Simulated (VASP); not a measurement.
# Lattice of InSb, functional by functional

Aim: relax InSb at several levels of theory and compare the cells. The starting structure is a measured crystal structure from the Crystallography Open Database. The first relaxation on each setting starts from this cell expanded by 3 % in volume.

Method: Kohn-Sham DFT with plane waves and PAW; PBEsol, LDA, PBE, PBEsol + D3(BJ), r2SCAN and r2SCAN + rVV10, in VASP 6.6.1.

## Step 1: The starting structure

Symmetry: F-43m, No. 216, cubic system. Conventional cell: a = 6.478 Å, b = 6.478 Å, c = 6.478 Å, α = 90.00°, β = 90.00°, γ = 90.00°. Nearest to Sb lie 4 In at 2.81 Å. Nearest to In lie 4 Sb at 2.81 Å. Farther neighbours are not listed.

Coordinates:

```cif
data_structure
_symmetry_space_group_name_H-M 'F-43m'
_symmetry_Int_Tables_number 216
_cell_length_a 6.4782
_cell_length_b 6.4782
_cell_length_c 6.4782
_cell_angle_alpha 90.000
_cell_angle_beta 90.000
_cell_angle_gamma 90.000
_cell_volume 271.87
loop_
_atom_site_label
_atom_site_type_symbol
_atom_site_symmetry_multiplicity
_atom_site_Wyckoff_symbol
_atom_site_fract_x
_atom_site_fract_y
_atom_site_fract_z
_atom_site_occupancy
Sb1 Sb 4 c 0.25000 0.25000 0.25000 1
In1 In 4 a 0.00000 0.00000 0.00000 1
```

## Step 2: Relaxation with PBEsol

PBEsol restores the gradient expansion of exchange and is tuned for the cells of solids.

The input, INCAR:

```
SYSTEM = InSb
PREC = Accurate
ENCUT = 450
EDIFF = 1E-06
NELM = 100
ISMEAR = 0
SIGMA = 0.05
LREAL = .FALSE.
ALGO = Normal
GGA = PS
NBANDS = 15
LORBIT = 11
LWAVE = .FALSE.
LCHARG = .FALSE.
KPAR = 4
IBRION = 2
NSW = 50
ISIF = 3
EDIFFG = -0.006
```

The input, POSCAR:

```
InSb
1.0
    0.0000000000      3.2711723829      3.2711723829
    3.2711723829      0.0000000000      3.2711723829
    3.2711723829      3.2711723829      0.0000000000
Sb In
1 1
Direct
    0.7500000000      0.7500000000      0.7500000000
    0.0000000000      0.0000000000      0.0000000000
```

The input, KPOINTS:

```
Automatic mesh
0
Gamma
10 10 10
0 0 0
```

PAW data sets: Sb and In_d (PBE family, release 64).

Command:

```
mpirun -np 4 vasp_std
```

The program printed:

```text
[banner, memory and clock lines left out]
running    4 mpi-ranks, on    1 nodes
 distrk:  each k-point on    1 cores,    4 groups
 distr:  one band on    1 cores,    1 groups

 POSCAR found type information on POSCAR SbIn
 POSCAR found :  2 types and       2 ions
|                                                                             |
|               ----> ADVICE to this user running VASP <----                  |
|                                                                             |
|     You enforced a specific xc type in the INCAR file but a different       |
|     [... a line on the potential file left out ...]
|     I HOPE YOU KNOW WHAT YOU ARE DOING!                                     |
|                                                                             |

 LDA part: xc-table for (Slater+PW92), standard interpolation
 POSCAR, INCAR and KPOINTS ok, starting setup
 FFT: planning ... GRIDC
 FFT: planning ... GRID_SOFT
 FFT: planning ... GRID
 WAVECAR not read
 entering main loop
       N       E                     dE             d eps       ncg     rms          rms(c)
DAV:   1     0.106335502379E+03    0.10634E+03   -0.73797E+03  1410   0.106E+03
DAV:   2    -0.126712074367E+01   -0.10760E+03   -0.10458E+03  1571   0.268E+02
DAV:   3    -0.765162476142E+01   -0.63845E+01   -0.63647E+01  1802   0.721E+01
DAV:   4    -0.782787994539E+01   -0.17626E+00   -0.17622E+00  1735   0.142E+01
DAV:   5    -0.783784849365E+01   -0.99685E-02   -0.99684E-02  2161   0.265E+00    0.387E+00
DAV:   6    -0.772003709622E+01    0.11781E+00   -0.18136E-01  2050   0.714E+00    0.220E+00
DAV:   7    -0.769850846385E+01    0.21529E-01   -0.65615E-02  1938   0.274E+00    0.594E-01
DAV:   8    -0.769775991542E+01    0.74855E-03   -0.74507E-03  1849   0.104E+00    0.247E-01
DAV:   9    -0.769817085745E+01   -0.41094E-03   -0.80038E-04  1669   0.263E-01    0.769E-02
DAV:  10    -0.769815327417E+01    0.17583E-04   -0.41506E-05  1885   0.493E-02    0.350E-02
DAV:  11    -0.769817435949E+01   -0.21085E-04   -0.36936E-05  1606   0.525E-02    0.226E-02
DAV:  12    -0.769817495084E+01   -0.59134E-06   -0.11022E-06  1288   0.986E-03
   1 F= -.76981750E+01 E0= -.76981364E+01  d E =-.769817E+01
 curvature:   0.00 expect dE= 0.000E+00 dE for cont linesearch  0.000E+00
 trial: gam= 0.00000 g(F)=  0.898E-47 g(S)=  0.225E-02 ort = 0.000E+00 (trialstep = 0.100E+01)
 search vector abs. value=  0.225E-02
 bond charge predicted
       N       E                     dE             d eps       ncg     rms          rms(c)
DAV:   1    -0.772600308940E+01   -0.27829E-01   -0.64267E-01  1816   0.142E+01    0.102E+00
DAV:   2    -0.770278661684E+01    0.23216E-01   -0.48716E-02  1746   0.464E+00    0.365E-01
DAV:   3    -0.769906485409E+01    0.37218E-02   -0.10534E-02  1802   0.189E+00    0.190E-01
DAV:   4    -0.769899810564E+01    0.66748E-04   -0.38690E-04  1543   0.170E-01    0.127E-01
DAV:   5    -0.769894531005E+01    0.52796E-04   -0.53169E-05  1793   0.612E-02    0.559E-02
DAV:   6    -0.769894487503E+01    0.43502E-06   -0.18049E-05  2136   0.381E-02    0.104E-02
DAV:   7    -0.769894382912E+01    0.10459E-05   -0.12297E-06  1140   0.185E-02    0.231E-03
DAV:   8    -0.769894365064E+01    0.17848E-06   -0.47197E-07   831   0.117E-02
   2 F= -.76989437E+01 E0= -.76989051E+01  d E =-.768700E-03
 trial-energy change:   -0.000769  1 .order   -0.000738   -0.002249    0.000774
 step:   0.7554(harm=  0.7439)  dis= 0.00000  next Energy=    -7.699038 (dE=-0.863E-03)
 bond charge predicted
       N       E                     dE             d eps       ncg     rms          rms(c)
DAV:   1    -0.770064316779E+01   -0.16993E-02   -0.38940E-02  1816   0.356E+00    0.245E-01
DAV:   2    -0.769927725275E+01    0.13659E-02   -0.28303E-03  1739   0.110E+00    0.902E-02
DAV:   3    -0.769904686395E+01    0.23039E-03   -0.66174E-04  1795   0.475E-01    0.447E-02
DAV:   4    -0.769904129007E+01    0.55739E-05   -0.23804E-05  1522   0.434E-02    0.302E-02
DAV:   5    -0.769903516925E+01    0.61208E-05   -0.30991E-06  1648   0.144E-02    0.136E-02
DAV:   6    -0.769903328323E+01    0.18860E-05   -0.86357E-07  1076   0.949E-03    0.214E-03
DAV:   7    -0.769903341261E+01   -0.12938E-06   -0.26563E-07   747   0.848E-03
   3 F= -.76990334E+01 E0= -.76989948E+01  d E =-.858462E-03
 curvature:  -0.37 expect dE=-0.357E-06 dE for cont linesearch -0.357E-06
 trial: gam= 0.00000 g(F)=  0.753E-47 g(S)=  0.961E-06 ort =-0.465E-04 (trialstep = 0.951E+00)
 search vector abs. value=  0.962E-06
 reached required accuracy - stopping structural energy minimisation
```

Wall time 9 s (4 MPI ranks of AMD EPYC 9R45, shared host); peak memory 0.74 GiB.

Lines that name or quote the potential files are left out of all logs, and their timing lines are given in words.

From OUTCAR (step 2):

```text
ion  position               nearest neighbor table
   1  0.750  0.750  0.750-   2 2.83   2 2.83   2 2.83   2 2.83
   2  0.000  0.000  0.000-   1 2.83   1 2.83   1 2.83   1 2.83

  LATTYP: Found a face centered cubic cell.
 ALAT       =     6.5423447658

 Subroutine GETGRP returns: Found 24 space group operations
 (whereof 24 operations were pure point group operations)

The static configuration has the point symmetry T_d .

 Found     47 irreducible k-points:

   k-points           NKPTS =     47   k-points in BZ     NKDIM =     47   number of bands    NBANDS=     15

   dimension x,y,z NGX =    32 NGY =   32 NGZ =   32
   dimension x,y,z NGXF=    64 NGYF=   64 NGZF=   64

   ENCUT  =  450.0 eV  33.07 Ry    5.75 a.u.   8.00  8.00  8.00*2*pi/ulx,y,z

   NELECT =      18.0000    total number of electrons

 k-points in reciprocal lattice and weights: Automatic mesh
   0.00000000  0.00000000  0.00000000       0.001
   0.10000000  0.00000000  0.00000000       0.008
   0.20000000  0.00000000  0.00000000       0.008
   0.30000000  0.00000000  0.00000000       0.008
   0.40000000  0.00000000  0.00000000       0.008
   0.50000000  0.00000000  0.00000000       0.004
   0.10000000  0.10000000  0.00000000       0.006
   0.20000000  0.10000000  0.00000000       0.024
   0.30000000  0.10000000  0.00000000       0.024
[...]
-0.30000000  0.40000000  0.20000000       0.024
  -0.30000000  0.50000000  0.20000000       0.012

 average (electrostatic) potential at core
       1 -87.2713       2 -96.2788

 E-fermi :   4.7737

 k-point     1 :       0.0000    0.0000    0.0000
  band No.  band energies     occupation
    ...
      6      -5.8684      2.00000
      7       4.3865      2.00000
      8       4.7585      1.33343
      9       4.7585      1.33343
     10       4.7585      1.33343
     11       7.6908      0.00000
     12       7.6908      0.00000
     13       7.6908      0.00000
     14      10.3040      0.00000
     15      13.0029      0.00000

 k-point     2 :       0.1000    0.0000    0.0000
  band No.  band energies     occupation
    ...
      5      -9.6612      2.00000
      6      -5.7795      2.00000
      7       3.2062      2.00000
      8       4.6217      1.99998
      9       4.6217      1.99998
     10       5.4949      0.00000
     11       7.8756      0.00000
     12       7.8813      0.00000
     13       7.8813      0.00000
     14      10.8423      0.00000
    ...

 k-point     3 :       0.2000    0.0000    0.0000
  band No.  band energies     occupation
    ...
      5      -9.6613      2.00000
      6      -5.5232      2.00000
      7       1.8021      2.00000
      8       4.3272      2.00000
      9       4.3272      2.00000
     10       5.6138      0.00000
     11       8.2614      0.00000
     12       8.2614      0.00000
     13       8.7432      0.00000
     14      11.5541      0.00000
    ...

  Total        0.0036451      0.0036451      0.0036451      0.0000000      0.0000000      0.0000000
  in kB        0.0842310      0.0842310      0.0842310      0.0000000      0.0000000      0.0000000
  external PRESSURE =       0.0842310 kB  Pullay stress =       0.0000000 kB

  energy-cutoff  :      450.00
  volume of cell :       69.33
      direct lattice vectors                 reciprocal lattice vectors
     0.000000000  3.260664372  3.260664372    -0.153342983  0.153342983  0.153342983
     3.260664372  0.000000000  3.260664372     0.153342983 -0.153342983  0.153342983
     3.260664372  3.260664372  0.000000000     0.153342983  0.153342983 -0.153342983

 POSITION                                       TOTAL-FORCE (eV/Angst)
 -----------------------------------------------------------------------------------
      4.89100      4.89100      4.89100        -0.000000      0.000000      0.000000
      0.00000      0.00000      0.00000         0.000000     -0.000000     -0.000000
 -----------------------------------------------------------------------------------
    total drift:                                0.000000      0.000000      0.000000

  FREE ENERGIE OF THE ION-ELECTRON SYSTEM (eV)
  ---------------------------------------------------
  free  energy   TOTEN  =        -7.6990334126 eV

  energy  without entropy=       -7.6989562395  energy(sigma->0) =       -7.69899483

 reached required accuracy - stopping structural energy minimisation

 total charge
# of ion       s       p       d       tot
------------------------------------------
    1        1.141   1.318   0.019   2.478
    2        0.872   0.700   9.864  11.436
--------------------------------------------------
tot          2.013   2.018   9.883  13.913

[... 3 further parts left out ...]
```

CONTCAR:

```
InSb
   1.00000000000000
     0.0000000000000000    3.2606643723254116    3.2606643723254116
     3.2606643723254116    0.0000000000000000    3.2606643723254116
     3.2606643723254116    3.2606643723254116    0.0000000000000000
  Sb              In
     1     1
Direct
     0.7500000000000000    0.7500000000000000    0.7500000000000000
     0.0000000000000000    0.0000000000000000    0.0000000000000000
```

The PAW data sets were made with PBE, which is usual practice but a small mismatch for other functionals. The run keeps the 24 symmetry operations of its start, so it cannot find a distortion of lower symmetry.

With PBEsol the relaxed cell holds 34.667 Å³ an atom, +2.01 % against the measured cell, with a = 6.521 Å.

## Step 3: Relaxation with LDA

LDA, the lowest rung, knows the local density alone. This run starts from the cell of an earlier relaxation, which isn't shown; the restart sets up the plane waves anew.

INCAR: that of step 2 with these lines changed.

```diff
@@ -9,3 +9,3 @@
 ALGO = Normal
-GGA = PS
+GGA = CA
 NBANDS = 15
```

The input, POSCAR:

```
InSb
1.0
    0.0000000000      3.2276043494      3.2276043494
    3.2276043494      0.0000000000      3.2276043494
    3.2276043494      3.2276043494      0.0000000000
Sb In
1 1
Direct
    0.7500000000      0.7500000000      0.7500000000
    0.0000000000      0.0000000000      0.0000000000
```

KPOINTS is that of step 2.

Potentials, in the order of the species: Sb and In_d (LDA family, release 64).

Command:

```
mpirun -np 4 vasp_std
```

The program printed:

```text
[banner, memory and clock lines left out]
running    4 mpi-ranks, on    1 nodes
[...]
LDA part: xc-table for (Slater(with rela. corr.)+CA(PZ))
 , standard interpolation
 POSCAR, INCAR and KPOINTS ok, starting setup
[...]
entering main loop
       N       E                     dE             d eps       ncg     rms          rms(c)
DAV:   1     0.109958056895E+03    0.10996E+03   -0.73845E+03  1410   0.109E+03
DAV:   2    -0.149356871663E+01   -0.11145E+03   -0.10857E+03  1557   0.272E+02
DAV:   3    -0.817402337337E+01   -0.66805E+01   -0.66456E+01  1823   0.729E+01
DAV:   4    -0.836565185261E+01   -0.19163E+00   -0.19158E+00  1710   0.149E+01
[...]
DAV:  10    -0.821589367046E+01    0.98478E-05   -0.35729E-05  1785   0.459E-02    0.336E-02
DAV:  11    -0.821589753298E+01   -0.38625E-05   -0.95794E-06  1676   0.414E-02    0.213E-02
DAV:  12    -0.821589737474E+01    0.15823E-06   -0.53831E-07  1279   0.965E-03
   1 F= -.82158974E+01 E0= -.82158588E+01  d E =-.821590E+01
[...]
reached required accuracy - stopping structural energy minimisation
```

Elapsed: 4 s, on 4 MPI ranks; peak memory 0.62 GiB.

Parts of OUTCAR (step 3):

```text
  Total       -0.0015853     -0.0015853     -0.0015853      0.0000000      0.0000000     -0.0000000
  in kB       -0.0377708     -0.0377708     -0.0377708      0.0000000      0.0000000     -0.0000000
  external PRESSURE =      -0.0377708 kB  Pullay stress =       0.0000000 kB

 POSITION                                       TOTAL-FORCE (eV/Angst)
 -----------------------------------------------------------------------------------
      4.84141      4.84141      4.84141        -0.000000     -0.000000     -0.000000
      0.00000      0.00000      0.00000         0.000000      0.000000      0.000000
 -----------------------------------------------------------------------------------
    total drift:                                0.000000      0.000000      0.000000

  FREE ENERGIE OF THE ION-ELECTRON SYSTEM (eV)
  ---------------------------------------------------
  free  energy   TOTEN  =        -8.2158973747 eV

  energy  without entropy=       -8.2158202283  energy(sigma->0) =       -8.21585880

[... 2 parts as in an earlier step ...]

[... 2 further parts left out ...]
[key lines of the parts left out:]
E-fermi :   5.0232
```

With LDA the relaxed cell holds 33.623 Å³ an atom, -1.06 % against the measured cell, with a = 6.455 Å. That is -3.01 % from PBEsol.

## Step 4: Relaxation with PBE

PBE, the usual starting point, adds the gradient of the density. This run starts from the cell of an earlier relaxation, which isn't shown; the restart sets up the plane waves anew.

INCAR: that of step 3 with these lines changed.

```diff
@@ -9,3 +9,3 @@
 ALGO = Normal
-GGA = CA
+GGA = PE
 NBANDS = 15
```

The input, POSCAR:

```
InSb
1.0
    0.0000000000      3.3175820383      3.3175820383
    3.3175820383      0.0000000000      3.3175820383
    3.3175820383      3.3175820383      0.0000000000
Sb In
1 1
Direct
    0.7500000000      0.7500000000      0.7500000000
    0.0000000000      0.0000000000      0.0000000000
```

KPOINTS is that of step 3.

PAW data sets: Sb and In_d (PBE family, release 64).

Command:

```
mpirun -np 4 vasp_std
```

The program printed:

```text
[banner, memory and clock lines left out]
running    4 mpi-ranks, on    1 nodes
[...]
LDA part: xc-table for (Slater+PW92), standard interpolation
 POSCAR, INCAR and KPOINTS ok, starting setup
[...]
entering main loop
       N       E                     dE             d eps       ncg     rms          rms(c)
DAV:   1     0.108173085022E+03    0.10817E+03   -0.73447E+03  1410   0.105E+03
DAV:   2     0.128472786405E+00   -0.10804E+03   -0.10522E+03  1536   0.271E+02
DAV:   3    -0.684232475334E+01   -0.69708E+01   -0.69338E+01  1795   0.747E+01
DAV:   4    -0.703973452626E+01   -0.19741E+00   -0.19735E+00  1715   0.150E+01
[...]
DAV:  11    -0.695199358138E+01   -0.45570E-04   -0.81998E-05  1613   0.559E-02    0.202E-02
DAV:  12    -0.695199470775E+01   -0.11264E-05   -0.10917E-06  1582   0.704E-03    0.675E-03
DAV:  13    -0.695199546645E+01   -0.75870E-06   -0.16436E-06  1561   0.733E-03
   1 F= -.69519955E+01 E0= -.69519568E+01  d E =-.695200E+01
[...]
reached required accuracy - stopping structural energy minimisation
```

Elapsed: 4.6 s, on 4 MPI ranks; peak memory 0.72 GiB; 17 s of CPU time.

From OUTCAR (step 4):

```text
  Total       -0.0016462     -0.0016462     -0.0016462      0.0000000      0.0000000      0.0000000
  in kB       -0.0361168     -0.0361168     -0.0361168      0.0000000      0.0000000      0.0000000
  external PRESSURE =      -0.0361168 kB  Pullay stress =       0.0000000 kB

 POSITION                                       TOTAL-FORCE (eV/Angst)
 -----------------------------------------------------------------------------------
      4.97637      4.97637      4.97637         0.000000      0.000000      0.000000
      0.00000      0.00000      0.00000        -0.000000     -0.000000     -0.000000
 -----------------------------------------------------------------------------------
    total drift:                                0.000000      0.000000      0.000000

  FREE ENERGIE OF THE ION-ELECTRON SYSTEM (eV)
  ---------------------------------------------------
  free  energy   TOTEN  =        -6.9519954664 eV

  energy  without entropy=       -6.9519181244  energy(sigma->0) =       -6.95195680

[... 2 parts as in an earlier step ...]

[... 2 further parts left out ...]
[key lines of the parts left out:]
E-fermi :   4.3949
```

With PBE the relaxed cell holds 36.514 Å³ an atom, +7.45 % against the measured cell, with a = 6.635 Å. That is +5.33 % from PBEsol.

## Step 5: Relaxation with PBEsol + D3(BJ)

D3 with Becke-Johnson damping keeps a finite attraction at short range. This run starts from the cell of an earlier relaxation, which isn't shown; the restart sets up the plane waves anew.

INCAR: that of step 4 with these lines changed.

```diff
@@ -9,3 +9,4 @@
 ALGO = Normal
-GGA = PE
+GGA = PS
+IVDW = 12
 NBANDS = 15
```

The input, POSCAR:

```
InSb
1.0
    0.0000000000      3.2228444776      3.2228444776
    3.2228444776      0.0000000000      3.2228444776
    3.2228444776      3.2228444776      0.0000000000
Sb In
1 1
Direct
    0.7500000000      0.7500000000      0.7500000000
    0.0000000000      0.0000000000      0.0000000000
```

KPOINTS is that of step 4.

Command:

```
mpirun -np 4 vasp_std
```

The program printed:

```text
[banner, memory and clock lines left out]
running    4 mpi-ranks, on    1 nodes
[...]
[... a notice as in an earlier step ...]

 LDA part: xc-table for (Slater+PW92), standard interpolation
 POSCAR, INCAR and KPOINTS ok, starting setup
[...]
entering main loop
       N       E                     dE             d eps       ncg     rms          rms(c)
DAV:   1     0.107703576599E+03    0.10770E+03   -0.72553E+03  1410   0.107E+03
DAV:   2    -0.117574800957E+01   -0.10888E+03   -0.10545E+03  1564   0.272E+02
DAV:   3    -0.764987285329E+01   -0.64741E+01   -0.64362E+01  1823   0.725E+01
DAV:   4    -0.782838593781E+01   -0.17851E+00   -0.17846E+00  1797   0.139E+01
[...]
DAV:  10    -0.768716993126E+01    0.18825E-04   -0.44500E-05  1899   0.474E-02    0.362E-02
DAV:  11    -0.768718917215E+01   -0.19241E-04   -0.33206E-05  1543   0.484E-02    0.214E-02
DAV:  12    -0.768718984587E+01   -0.67372E-06   -0.10258E-06  1344   0.829E-03
   1 F= -.83766835E+01 E0= -.83766449E+01  d E =-.837668E+01
[...]
reached required accuracy - stopping structural energy minimisation
```

Elapsed: 5.2 s, on 4 MPI ranks; peak memory 0.73 GiB.

Parts of OUTCAR (step 5):

```text
 Edisp (eV)   -0.68949

  Total       0.00266     0.00266     0.00266     0.00000    -0.00000    -0.00000
  in kB       0.06377     0.06377     0.06377     0.00000    -0.00000    -0.00000
  external pressure =        0.06 kB  Pullay stress =        0.00 kB

 POSITION                                       TOTAL-FORCE (eV/Angst)
 -----------------------------------------------------------------------------------
      4.83427      4.83427      4.83427         0.000000      0.000000      0.000000
      0.00000      0.00000      0.00000        -0.000000     -0.000000     -0.000000
 -----------------------------------------------------------------------------------
    total drift:                                0.000000      0.000000      0.000000

  FREE ENERGIE OF THE ION-ELECTRON SYSTEM (eV)
  ---------------------------------------------------
  free  energy   TOTEN  =        -8.3766834940 eV

  energy  without entropy=       -8.3766063498  energy(sigma->0) =       -8.37664492

[... 2 parts as in an earlier step ...]

[... 2 further parts left out ...]
[key lines of the parts left out:]
E-fermi :   5.1431
```

With PBEsol + D3(BJ) the relaxed cell holds 33.475 Å³ an atom, -1.50 % against the measured cell, with a = 6.446 Å. That is -3.44 % from PBEsol.

(Continued in part 2 of 2.)

[Lines on the potential files, build, host, timing and source positions are cut from VASP's logs without a mark.]

[Logs are printed without paths, hosts, clocks, repeated set-up lines and the standing remarks that a program may print on its own settings, such as how far it seeks lower states.]

[Hosts, paths, dates, database ids (printed as entryN), source tags and the programs' standing remarks are cut or masked in the printed files.]
